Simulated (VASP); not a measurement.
# TiCl2F (I4/mmm) in VASP: relaxation of cell and atoms with PBE

Aim: the relaxation of cell and atoms of TiCl2F with PBE.

Program: VASP 6.6.1. These are calculated values, not measurements. Logs are shortened: lines on timing, memory, paths and dates and some standing lists are left out, and cuts for length are marked.

### 1 Starting point

It takes space group I4/mmm (No. 139, tetragonal). The conventional cell has a = 5.042 Å, b = 5.042 Å, c = 6.461 Å, α = 90.00°, β = 90.00°, γ = 90.00°. Ti (site symmetry 4/mmm) is surrounded by 4 Cl at 2.52 Å. Around Cl (site symmetry mmm) lie 2 Ti at 2.52 Å and 2 F at 2.52 Å. F (site symmetry 4/mmm) has 4 Cl at 2.52 Å as nearest neighbours.

The cell was built by a generator and needn't be a form met in nature.

### 2 Relaxation of cell and atoms, PBE

Contents of INCAR:

```
SYSTEM = TiCl2F
PREC     = Normal         ! precision mode
ENCUT    = 520            ! plane-wave cutoff, eV
EDIFF    = 1E-4           ! SCF threshold, eV
ISMEAR   = 0              ! smearing method
SIGMA    = 0.15           ! smearing width, eV
LREAL    = .FALSE.        ! projectors in reciprocal space
LASPH    = .TRUE.         ! aspherical terms in the spheres
NELM     = 60             ! most SCF steps
ALGO     = Fast           ! electronic algorithm
ISIF     = 3              ! what is computed and relaxed
LWAVE    = .FALSE.        ! write WAVECAR
LCHARG   = .FALSE.        ! write CHGCAR
GGA      = PE             ! functional
IBRION   = 2              ! ionic algorithm
NSW      = 24             ! ionic steps
EDIFFG   = -0.08          ! ionic threshold
```

Contents of KPOINTS:

```
regular mesh
0
G
  4 4 4
  0 0 0
```

Contents of POSCAR:

```
TiCl2F
1.0
   -2.5210100100      2.5210100100      3.2304237700
    2.5210100100     -2.5210100100      3.2304237700
    2.5210100100      2.5210100100     -3.2304237700
Ti Cl F
1 2 1
Direct
    0.0000000000      0.0000000000      0.0000000000
    0.5000000000      0.0000000000      0.5000000000
    0.0000000000      0.5000000000      0.5000000000
    0.5000000000      0.5000000000      0.0000000000
```

Potentials or basis: VASP PAW PBE potentials, release 64 (Ti_sv, Cl, F).

Launch:

```
$ cat potpaw_PBE.64/Ti_sv/POTCAR potpaw_PBE.64/Cl/POTCAR potpaw_PBE.64/F/POTCAR > POTCAR
$ mpirun -np 1 vasp_std > vasp.out
```

OUTCAR:

```text
SYSTEM = TiCl2F
   PREC = Normal
   ENCUT = 520
   EDIFF = 1E-4
   ISMEAR = 0
   LREAL = .FALSE.
   LASPH = .TRUE.
   NELM = 60
   ISIF = 3
   GGA = PE
   IBRION = 2
   NSW = 24
   EDIFFG = -0.08

 ion  position               nearest neighbor table
   1  0.000  0.000  0.000-   2 2.52   3 2.52   3 2.52   2 2.52
   2  0.500  0.000  0.500-   1 2.52   1 2.52
   3  0.000  0.500  0.500-   1 2.52   1 2.52
   4  0.500  0.500  0.000-

  LATTYP: Found a body centered tetragonal cell.
 ALAT       =     5.0420200200
 C/A-ratio  =     1.2814006121

  Lattice vectors:

 A1 = (  -2.5210100100,   2.5210100100,   3.2304237700)
 A2 = (   2.5210100100,  -2.5210100100,   3.2304237700)
 A3 = (   2.5210100100,   2.5210100100,  -3.2304237700)

Analysis of symmetry for initial positions (statically):
=====================================================================
 Subroutine PRICEL returns:
 Original cell was already a primitive cell.

 Routine SETGRP: Setting up the symmetry group for a
 body centered tetragonal supercell.

 Subroutine GETGRP returns: Found 16 space group operations
 (whereof 16 operations were pure point group operations)
 out of a pool of 16 trial point group operations.

The static configuration has the point symmetry D_4h.

Analysis of symmetry for dynamics (positions and initial velocities):
=====================================================================
 Subroutine PRICEL returns:
 Original cell was already a primitive cell.

 Routine SETGRP: Setting up the symmetry group for a
 body centered tetragonal supercell.

 Subroutine GETGRP returns: Found 16 space group operations
 (whereof 16 operations were pure point group operations)
 out of a pool of 16 trial point group operations.

The dynamic configuration has the point symmetry D_4h.

 Subroutine INISYM returns: Found 16 space group operations
 (whereof 16 operations are pure point group operations),
 and found     1 'primitive' translations

----------------------------------------------------------------------------------------

                                     Primitive cell

  volume of cell :      82.1237

  direct lattice vectors                    reciprocal lattice vectors
    -2.521010010  2.521010010  3.230423770     0.000000000  0.198333207  0.154778455
     2.521010010 -2.521010010  3.230423770     0.198333207  0.000000000  0.154778455
     2.521010010  2.521010010 -3.230423770     0.198333207  0.198333207  0.000000000

  length of vectors
     4.811093501  4.811093501  4.811093501     0.251579870  0.251579870  0.280485511

  position of ions in fractional coordinates (direct lattice)
     0.000000000  0.000000000  0.000000000
     0.500000000  0.000000000  0.500000000
     0.000000000  0.500000000  0.500000000
     0.500000000  0.500000000  0.000000000

  ion indices of the primitive-cell ions
   primitive index   ion index
                 1           1
                 2           2
                 3           3
                 4           4

----------------------------------------------------------------------------------------

 KPOINTS: regular mesh

Automatic generation of k-mesh.
 Grid dimensions read from file:
 generate k-points for:    4    4    4

 Generating k-lattice:

  Cartesian coordinates                     Fractional coordinates (reciprocal lattice)
     0.000000000  0.049583302  0.038694614     0.250000000 -0.000000000  0.000000000
     0.049583302  0.000000000  0.038694614    -0.000000000  0.250000000  0.000000000
     0.049583302  0.049583302  0.000000000     0.000000000  0.000000000  0.250000000

  Length of vectors
     0.062894968  0.062894968  0.070121378

  Shift w.r.t. Gamma in fractional coordinates (k-lattice)
     0.000000000  0.000000000  0.000000000

 Subroutine IBZKPT returns following result:
 ===========================================

 Found     13 irreducible k-points:

 Following reciprocal coordinates:
            Coordinates               Weight
  0.000000  0.000000  0.000000      1.000000
  0.250000  0.000000  0.000000      8.000000
  0.500000  0.000000  0.000000      4.000000
  0.250000  0.250000  0.000000      8.000000
  0.500000  0.250000  0.000000     16.000000
 -0.250000  0.250000  0.000000      4.000000
  0.500000  0.500000  0.000000      2.000000
  0.250000  0.250000  0.250000      2.000000
 -0.250000  0.250000  0.250000      4.000000
  0.500000  0.500000  0.250000      4.000000
 -0.250000  0.500000  0.250000      8.000000
 -0.250000 -0.250000  0.250000      2.000000
  0.500000  0.500000  0.500000      1.000000
   k-points           NKPTS =     13   k-points in BZ     NKDIM =     13   number of bands    NBANDS=     20
   number of dos      NEDOS =    301   number of ions     NIONS =      4
   total plane-waves  NPLWV =  21952
   dimension x,y,z NGX =    28 NGY =   28 NGZ =   28
   dimension x,y,z NGXF=    56 NGYF=   56 NGZF=   56
   ions per type =               1   2   1
   NGX,Y,Z   is equivalent  to a cutoff of   9.68,  9.68,  9.68 a.u.
   NGXF,Y,Z  is equivalent  to a cutoff of  19.35, 19.35, 19.35 a.u.
 SYSTEM =  TiCl2F
   PREC   = normal    normal or accurate (medium, high low for compatibility)
   ISTART =      0    job   : 0-new  1-cont  2-samecut
   ICHARG =      2    charge: 1-file 2-atom 10-const
   ISPIN  =      1    spin polarized calculation?
   LNONCOLLINEAR =      F non collinear calculations
   LSORBIT =      F    spin-orbit coupling
   LASPH  =      T    aspherical Exc in radial PAW
   ENCUT  =  520.0 eV  38.22 Ry    6.18 a.u.   8.95  8.95  8.95*2*pi/ulx,y,z
   NELM   =     60;   NELMIN=  2; NELMDL= -5     # of ELM steps
   EDIFF  = 0.1E-03   stopping-criterion for ELM
   LREAL  =      F    real-space projection
   EDIFFG = -.8E-01   stopping-criterion for IOM
   NSW    =     24    number of steps for IOM
   IBRION =      2    ionic relax: 0-MD 1-quasi-New 2-CG
   NFREE  =      1    steps in history (QN), initial steepest desc. (CG)
   ISIF   =      3    stress and relaxation
   ISYM   =      2    0-nonsym 1-usesym 2-fastsym
   POTIM  = 0.5000    time-step for ionic-motion
   TEBEG  =    0.0;   TEEND  =   0.0 temperature during run
   PSTRESS=    0.0 pullay stress
   NELECT =      33.0000    total number of electrons
   NUPDOWN=      -1.0000    fix difference up-down
   EMIN   =  10.00;   EMAX   =-10.00  energy-range for DOS
   EFERMI =   0.00;   METHOD = LEGACY
   ISMEAR =     0;   SIGMA  =   0.15  broadening in eV -4-tet -1-fermi 0-gaus
   EFERMI_NEDOS =   21; number of points for ismear=-14 and -15
   IALGO  =     68    algorithm
   IMIX   =      4    mixing-type and parameters
     AMIX     =   0.40;   BMIX     =  1.00
     AMIX_MAG =   1.60;   BMIX_MAG =  1.00
  volume/ion in A,a.u.               =      20.53       138.55
  Fermi-wavevector in a.u.,A,eV,Ry     =   1.208064  2.282910 19.856595  1.459419
  Thomas-Fermi vector in A             =   2.343683
   LORBIT       =      0    0 simple, 1 ext, 2 COOP (PROOUT), +10 PAW based schemes
   GGA     = PE    functional components
   LHFCALC =     F    Hartree Fock is set to
   AEXX    =    0.0000 exact exchange contribution
   IVDW    =     0    specifies the selected vdW correction
   LEPSILON=     F    determine dielectric tensor
   LRPA    =     F    only Hartree local field effects (RPA)
 conjugate gradient relaxation of ions
 non-spin polarized calculation
 RMM-DIIS sequential band-by-band and
 Gauss-broadening in eV      SIGMA  =   0.15
  energy-cutoff  :      520.00
  volume of cell :       82.12
 maximum number of plane-waves:      2256
   NGX = 17   NGY = 17   NGZ = 17

--------------------------------------- Ionic step        1  -------------------------------------------

 number of electron      33.0000014 magnetization

 Free energy of the ion-electron system (eV)
  ---------------------------------------------------
  ext. energy  EPLUGINS =         0.00000000
  ---------------------------------------------------
  free energy    TOTEN  =       -16.27386319 eV

  energy without entropy =      -16.22094148  energy(sigma->0) =      -16.24740234

------------------------ aborting loop because EDIFF is reached ----------------------------------------

  FORCE on cell =-STRESS in cart. coord.  units (eV):
  Direction    XX          YY          ZZ          XY          YZ          ZX
  --------------------------------------------------------------------------------------
  -------------------------------------------------------------------------------------
  Total       -2.2848891     -2.2848891     -2.1852558      0.0000000     -0.0000000      0.0000000
  in kB      -44.5766139    -44.5766139    -42.6328376      0.0000000     -0.0000000      0.0000000
  external PRESSURE =     -43.9286885 kB  Pullay stress =       0.0000000 kB
[... 213 lines left out ...]
  energy  without entropy=      -16.4004615011  energy(sigma->0) =      -16.42169210

--------------------------------------- Ionic step        7  -------------------------------------------

 number of electron      32.9999969 magnetization

 E-fermi :   4.5935     XC(G=0):  -9.8123

 val. band max:        4.5655756480   @ k =  -0.2500   0.5000   0.2500
 cond. band min:       4.6249520375   @ k =   0.5000   0.5000   0.5000
 fundamental gap:      0.0593763895
 Fermi energy:         4.5934917178

 k-point     1 :       0.0000    0.0000    0.0000
  band No.  band energies     occupation
      1     -53.8286      2.00000
      2     -30.1330      2.00000
      3     -30.0245      2.00000
      4     -30.0245      2.00000
      5     -16.7864      2.00000
      6     -11.7867      2.00000
[... 12 lines left out ...]
     19       4.4332      1.86921
[... 310 lines left out ...]
  energy  without entropy=      -16.4008123383  energy(sigma->0) =      -16.42204137

--------------------------------------- Ionic step        8  -------------------------------------------

 number of electron      33.0000009 magnetization

 Free energy of the ion-electron system (eV)
  ---------------------------------------------------
  ext. energy  EPLUGINS =         0.00000000
  ---------------------------------------------------
  free energy    TOTEN  =       -16.44677012 eV

  energy without entropy =      -16.40213712  energy(sigma->0) =      -16.42445362

 E-fermi :   4.2883     XC(G=0):  -9.6988

 val. band max:        4.2647191767   @ k =  -0.2500   0.5000   0.2500
 cond. band min:       4.3170862139   @ k =   0.5000   0.5000   0.5000
 fundamental gap:      0.0523670372
 Fermi energy:         4.2882898707

 k-point     1 :       0.0000    0.0000    0.0000
  band No.  band energies     occupation
      1     -54.1823      2.00000
      2     -30.4755      2.00000
      3     -30.3733      2.00000
      4     -30.3733      2.00000
      5     -16.9343      2.00000
      6     -11.9465      2.00000
[... 12 lines left out ...]
     19       4.1185      1.89067
[... 306 lines left out ...]
  FREE ENERGIE OF THE ION-ELECTRON SYSTEM (eV)
  ---------------------------------------------------
  free  energy   TOTEN  =       -16.4467701204 eV

  energy  without entropy=      -16.4021371181  energy(sigma->0) =      -16.42445362

 reached required accuracy - stopping structural energy minimisation
```

Wall time 2.3 min (1 thread of Intel Xeon Platinum 8259CL at 2.50GHz (Skylake/Cascade Lake), shared host); peak memory 0.17 GiB.

Results:

* Free energy: -16.4468 eV
* Relaxed volume: 18.11 Å³/atom
* Relaxed cell: a = 4.575 Å, b = 4.575 Å, c = 4.575 Å, α = 114.02°, β = 114.02°, γ = 100.71°
* Space group after relaxing (to 0.05 Å): I4/mmm (No. 139)
* Energy gained by relaxing: 43.2 meV/atom
* Ionic steps: 8
* Pressure after relaxing: -0.5 GPa
* Band gap on the k mesh: none (metal or under the smearing width)

Step by step:
```
step  energy change (eV)  largest force (eV/Å)  pressure (GPa)  volume (Å³)
   1              0.0000                0.0000           -4.39        82.12
   2             -0.1036                0.0000           -0.57        75.61
   3             -0.1038                0.0000            0.04        74.88
   4             -0.1392                0.0000            0.62        73.40
   5             -0.1670                0.0000            1.01        71.36
   6             -0.1691                0.0000            1.47        70.40
   7             -0.1694                0.0000            1.15        70.68
   8             -0.1729                0.0000           -0.49        72.44
```

Final structure:
```xyz
4
Lattice="-2.4908 2.4908 2.9190 2.4908 -2.4908 2.9190 2.4908 2.4908 -2.9190" Properties=species:S:1:pos:R:3 pbc="T T T"
Ti    0.0000    0.0000    0.0000
Cl    2.4908    0.0000    2.9190
Cl    2.4908    0.0000    0.0000
F     0.0000    0.0000    2.9190
```

Caveat: the k mesh is coarse (spacing up to 0.44 Å⁻¹), so the values aren't converged; an odd number of electrons without spin polarisation forces a metal; a magnetic or distorted state may lie lower; semilocal functionals often make such compounds metallic where correlation or magnetic order opens a gap, which also shifts bond lengths; the relaxation stopped at a loose force limit of 0.08 eV/Å, so its end isn't a converged minimum.
